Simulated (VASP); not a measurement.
A convergence study with VASP on MnSi (space group no. 198 when undisturbed): a few settings are varied, all else stays as given below, so the limit is that of these other settings. One atom is moved off its site, so that forces are finite.

```
MnSi
1.0
    4.54632     0.00000     0.00000
    0.00000     4.54632     0.00000
    0.00000     0.00000     4.54632
Mn Si
4 4
Direct
  0.86300   0.63700   0.36300
  0.36300   0.86300   0.63700
  0.14335   0.14335   0.14335
  0.63700   0.36300   0.86300
  0.15500   0.34500   0.65500
  0.65500   0.15500   0.34500
  0.84500   0.84500   0.84500
  0.34500   0.65500   0.15500
```
Starting moments (μB, in the order of the record's atoms Mn Mn Mn Mn Si Si Si Si): 1.0 1.0 1.0 1.0 0.0 0.0 0.0 0.0.

Method: PBE GGA, VASP's PBE PAW potentials (set 64) (plane waves; VASP). The last row used: 300 eV cut-off, 11×11×11 Γ-centred mesh shifted by (0.5, 0.5, 0.5), Gaussian smearing of 0.10 eV, potentials Mn_pv Si.

The moments were started parallel, and other spin orders were not tried in this run.

```json
[
 {"setting": "1×1×1 mesh", "E (eV/atom)": "-7.9197", "pressure (GPa)": "-5.21", "largest force (eV/Å)": "2.139", "moment (μB)": "4.000", "irreducible k-points": "1"},
 {"setting": "3×3×3 mesh", "E (eV/atom)": "-7.6774", "pressure (GPa)": "-4.94", "largest force (eV/Å)": "0.875", "moment (μB)": "3.964", "irreducible k-points": "6"},
 {"setting": "4×4×4 mesh", "E (eV/atom)": "…", "pressure (GPa)": "…", "largest force (eV/Å)": "…", "moment (μB)": "…", "irreducible k-points": "12"},
 {"setting": "5×5×5 mesh", "E (eV/atom)": "-7.6686", "pressure (GPa)": "-4.71", "largest force (eV/Å)": "0.785", "moment (μB)": "3.985", "irreducible k-points": "23"},
 {"setting": "6×6×6 mesh", "E (eV/atom)": "…", "pressure (GPa)": "-4.78", "largest force (eV/Å)": "…", "moment (μB)": "…", "irreducible k-points": "38"},
 {"setting": "7×7×7 mesh", "E (eV/atom)": "-7.6705", "pressure (GPa)": "-4.78", "largest force (eV/Å)": "0.796", "moment (μB)": "3.954", "irreducible k-points": "60"},
 {"setting": "8×8×8 mesh", "E (eV/atom)": "-7.6702", "pressure (GPa)": "-4.75", "largest force (eV/Å)": "0.799", "moment (μB)": "3.974", "irreducible k-points": "88"},
 {"setting": "9×9×9 mesh", "E (eV/atom)": "-7.6709", "pressure (GPa)": "-4.78", "largest force (eV/Å)": "0.805", "moment (μB)": "3.976", "irreducible k-points": "125"},
 {"setting": "10×10×10 mesh", "E (eV/atom)": "-7.6706", "pressure (GPa)": "-4.80", "largest force (eV/Å)": "0.801", "moment (μB)": "3.969", "irreducible k-points": "170"},
 {"setting": "11×11×11 mesh", "E (eV/atom)": "-7.6705", "pressure (GPa)": "-4.76", "largest force (eV/Å)": "0.800", "moment (μB)": "3.971", "irreducible k-points": "226"}
]
```

What belongs in the gaps?

- 4×4×4 mesh, E (eV/atom): -7.6684
- 4×4×4 mesh, pressure (GPa): -4.77
- 4×4×4 mesh, largest force (eV/Å): 0.781
- 4×4×4 mesh, moment (μB): 3.945
- 6×6×6 mesh, E (eV/atom): -7.6718
- 6×6×6 mesh, largest force (eV/Å): 0.811
- 6×6×6 mesh, moment (μB): 3.982

Left out are rungs that failed or repeat a setting and relaxations that didn't move; long series are thinned to 24 rows.

The structure is a typed MnSi crystal (space group no. 198). The cell was not relaxed at this level, it is distorted from the ideal structure.
